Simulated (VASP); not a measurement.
These are PW91 GGA, VASP's PBE PAW potentials (set 64) (plane waves; VASP 6.6.1) values and carry that method's errors.

The input files of a VASP run:

POSCAR:
```
Rh
1
    0.0000000000     1.9000000000     1.9000000000
    1.9000000000     0.0000000000     1.9000000000
    1.9000000000     1.9000000000     0.0000000000
Rh
1
Direct
  0.0000000000   0.0000000000   0.0000000000
```

### INCAR
```
! general
SYSTEM  = Rh
PREC    = Accurate
ENCUT   = 520
LREAL   = F
LASPH   = T

! electronic loop
EDIFF   = 1E-6
NELM    = 100
ALGO    = Normal
LMAXMIX = 4

! smearing
ISMEAR  = 1
SIGMA   = 0.1

! functional
GGA     = 91

! ions
IBRION  = 2
NSW     = 60
ISIF    = 3
EDIFFG  = -0.01

! output
LWAVE   = F
LCHARG  = F
```

### KPOINTS
```
Automatic mesh
0
Gamma
15 15 15
0 0 0
```

POTCAR, in this order: Rh_pv (PBE.64 set). Program: vasp_std.

The resulting files:

### OUTCAR
```
 ion  position               nearest neighbor table
   1  0.000  0.000  0.000-
  LATTYP: Found a face centered cubic cell.
 ALAT       =     3.8000000000
 Subroutine PRICEL returns:
 Original cell was already a primitive cell.
 Subroutine GETGRP returns: Found 48 space group operations
The static configuration has the point symmetry O_h .
The dynamic configuration has the point symmetry O_h .
 Subroutine INISYM returns: Found 48 space group operations
 Subroutine IBZKPT returns following result:
 Found    120 irreducible k-points:

 Following reciprocal coordinates:
            Coordinates               Weight
  0.000000  0.000000  0.000000      1.000000
  0.066667  0.000000  0.000000      8.000000
  0.133333  0.000000  0.000000      8.000000
  0.200000  0.000000  0.000000      8.000000
  0.266667  0.000000  0.000000      8.000000
  0.333333  0.000000  0.000000      8.000000
  0.400000  0.000000  0.000000      8.000000
  0.466667  0.000000  0.000000      8.000000
  0.066667  0.066667  0.000000      6.000000
  0.133333  0.066667  0.000000     24.000000
  0.200000  0.066667  0.000000     24.000000
  0.266667  0.066667  0.000000     24.000000
  0.333333  0.066667  0.000000     24.000000
  0.400000  0.066667  0.000000     24.000000
  0.466667  0.066667  0.000000     24.000000
 -0.466667  0.066667  0.000000     24.000000
 -0.400000  0.066667  0.000000     24.000000
 -0.333333  0.066667  0.000000     24.000000
 -0.266667  0.066667  0.000000     24.000000
 -0.200000  0.066667  0.000000     24.000000
 -0.133333  0.066667  0.000000     24.000000
 -0.066667  0.066667  0.000000     12.000000
  0.133333  0.133333  0.000000      6.000000
  0.200000  0.133333  0.000000     24.000000
  0.266667  0.133333  0.000000     24.000000
  0.333333  0.133333  0.000000     24.000000
  0.400000  0.133333  0.000000     24.000000
  0.466667  0.133333  0.000000     24.000000
 -0.466667  0.133333  0.000000     24.000000
 -0.400000  0.133333  0.000000     24.000000
 -0.333333  0.133333  0.000000     24.000000
 -0.266667  0.133333  0.000000     24.000000
 -0.200000  0.133333  0.000000     24.000000
 -0.133333  0.133333  0.000000     12.000000
  0.200000  0.200000  0.000000      6.000000
  0.266667  0.200000  0.000000     24.000000
  0.333333  0.200000  0.000000     24.000000
  0.400000  0.200000  0.000000     24.000000
  0.466667  0.200000  0.000000     24.000000
 -0.466667  0.200000  0.000000     24.000000
   k-points           NKPTS =    120   k-points in BZ     NKDIM =    120   number of bands    NBANDS=     11
   number of dos      NEDOS =    301   number of ions     NIONS =      1
   total plane-waves  NPLWV =   8000
   dimension x,y,z NGX =    20 NGY =   20 NGZ =   20
   dimension x,y,z NGXF=    40 NGYF=   40 NGZF=   40
   ions per type =               1
   PREC   = accura    normal or accurate (medium, high low for compatibility)
   ISTART =      0    job   : 0-new  1-cont  2-samecut
   ICHARG =      2    charge: 1-file 2-atom 10-const
   ISPIN  =      1    spin polarized calculation?
   LNONCOLLINEAR =      F non collinear calculations
   LSORBIT =      F    spin-orbit coupling
   INIWAV =      1    electr: 0-lowe 1-rand  2-diag
   ENCUT  =  520.0 eV  38.22 Ry    6.18 a.u.   5.00  5.00  5.00*2*pi/ulx,y,z
   NELM   =    100;   NELMIN=  2; NELMDL= -5     # of ELM steps
   EDIFF  = 0.1E-05   stopping-criterion for ELM
   LREAL  =      F    real-space projection
   NLSPLINE    = F    spline interpolate recip. space projectors
   LMAXMIX     =    4 max onsite mixed and CHGCAR
   VOSKOWN=      0    Vosko Wilk Nusair interpolation
...
```

### OSZICAR
```
       N       E                     dE             d eps       ncg     rms          rms(c)
DAV:   1     0.115199171104E+03    0.11520E+03   -0.94275E+03  2659   0.147E+03
DAV:   2    -0.631339069613E+01   -0.12151E+03   -0.11628E+03  2691   0.387E+02
DAV:   3    -0.777247769845E+01   -0.14591E+01   -0.14548E+01  3045   0.487E+01
DAV:   4    -0.778160390559E+01   -0.91262E-02   -0.91253E-02  2877   0.397E+00
DAV:   5    -0.778175423664E+01   -0.15033E-03   -0.15033E-03  3026   0.469E-01    0.103E+01
DAV:   6    -0.727771490567E+01    0.50404E+00   -0.11717E+00  2754   0.163E+01    0.352E+00
DAV:   7    -0.726031294933E+01    0.17402E-01   -0.22962E-02  3000   0.196E+00    0.167E+00
DAV:   8    -0.725657461783E+01    0.37383E-02   -0.32727E-03  2766   0.920E-01    0.185E-01
DAV:   9    -0.725646099476E+01    0.11362E-03   -0.77631E-05  3123   0.144E-01    0.202E-02
DAV:  10    -0.725646546429E+01   -0.44695E-05   -0.30685E-06  2797   0.257E-02    0.203E-03
DAV:  11    -0.725646550019E+01   -0.35902E-07   -0.20089E-07  1575   0.656E-03
   1 F= -.72564655E+01 E0= -.72564662E+01  d E =-.725647E+01
       N       E                     dE             d eps       ncg     rms          rms(c)
DAV:   1    -0.101490348901E+02   -0.28926E+01   -0.42868E+01  2721   0.110E+02    0.129E+01
DAV:   2    -0.720694485621E+01    0.29421E+01   -0.78755E+00  2691   0.407E+01    0.459E+00
DAV:   3    -0.721162877772E+01   -0.46839E-02   -0.51243E-02  2820   0.260E+00    0.273E+00
DAV:   4    -0.721916099836E+01   -0.75322E-02   -0.14985E-02  2820   0.161E+00    0.395E-01
DAV:   5    -0.721982926974E+01   -0.66827E-03   -0.61131E-04  3009   0.302E-01    0.105E-01
DAV:   6    -0.721976000032E+01    0.69269E-04   -0.38674E-05  2763   0.969E-02    0.697E-03
DAV:   7    -0.721975908694E+01    0.91339E-06   -0.77330E-07  2052   0.127E-02
   2 F= -.72197591E+01 E0= -.72197187E+01  d E =0.367064E-01
       N       E                     dE             d eps       ncg     rms          rms(c)
DAV:   1    -0.861295553591E+01   -0.13932E+01   -0.19383E+01  2751   0.708E+01    0.931E+00
DAV:   2    -0.727430517133E+01    0.13387E+01   -0.33764E+00  2709   0.277E+01    0.154E+00
DAV:   3    -0.726309445078E+01    0.11211E-01   -0.42244E-02  2856   0.274E+00    0.968E-01
DAV:   4    -0.726536260194E+01   -0.22682E-02   -0.66013E-03  2808   0.110E+00    0.178E-01
DAV:   5    -0.726574349983E+01   -0.38090E-03   -0.32812E-04  2994   0.228E-01    0.324E-02
DAV:   6    -0.726569024127E+01    0.53259E-04   -0.14648E-05  2778   0.579E-02    0.346E-03
DAV:   7    -0.726568993015E+01    0.31111E-06   -0.43638E-07  1800   0.103E-02
   3 F= -.72656899E+01 E0= -.72656828E+01  d E =-.922443E-02
       N       E                     dE             d eps       ncg     rms          rms(c)
DAV:   1    -0.726579985613E+01   -0.10961E-03   -0.15333E-03  2754   0.649E-01    0.714E-02
DAV:   2    -0.726569521267E+01    0.10464E-03   -0.25648E-04  2739   0.242E-01    0.124E-02
DAV:   3    -0.726569536021E+01   -0.14754E-06   -0.28455E-06  2814   0.226E-02
   4 F= -.72656954E+01 E0= -.72656883E+01  d E =-.922986E-02
```

### OUTCAR
```
------------------------ aborting loop because EDIFF is reached ----------------------------------------
  FORCE on cell =-STRESS in cart. coord.  units (eV):
  Direction    XX          YY          ZZ          XY          YZ          ZX
  --------------------------------------------------------------------------------------
  Total       -0.0011888     -0.0011888     -0.0011888     -0.0000000     -0.0000000     -0.0000000
  in kB       -0.1349516     -0.1349516     -0.1349516     -0.0000000     -0.0000000     -0.0000000
  external PRESSURE =      -0.1349516 kB  Pullay stress =       0.0000000 kB
  volume of cell :       14.11
      direct lattice vectors                 reciprocal lattice vectors
     0.000000000  1.918090845  1.918090845    -0.260675870  0.260675870  0.260675870
     1.918090845 -0.000000000  1.918090845     0.260675870 -0.260675870  0.260675870
     1.918090845  1.918090845 -0.000000000     0.260675870  0.260675870 -0.260675870
 POSITION                                       TOTAL-FORCE (eV/Angst)
 -----------------------------------------------------------------------------------
      0.00000      0.00000      0.00000        -0.000000      0.000000     -0.000000
 -----------------------------------------------------------------------------------
    total drift:                                0.000000      0.000000      0.000000
  FREE ENERGIE OF THE ION-ELECTRON SYSTEM (eV)
  ---------------------------------------------------
  free  energy   TOTEN  =        -7.2656953602 eV

  energy  without entropy=       -7.2656742498  energy(sigma->0) =       -7.26568832

 reached required accuracy - stopping structural energy minimisation
```
(Selected blocks of OUTCAR.)

### CONTCAR
```
Rh
   1.00000000000000
     0.0000000000000000    1.9180908451558769    1.9180908451558769
     1.9180908451558769   -0.0000000000000000    1.9180908451558769
     1.9180908451558769    1.9180908451558769   -0.0000000000000000
  Rh
     1
Direct
     0.0000000000000000    0.0000000000000000    0.0000000000000000
```

Energy and stress use the plane-wave basis of the starting cell.

The compound is Rh in the fcc structure. This run relaxes it. Symmetry was kept, so distortions that lower it aren't found.
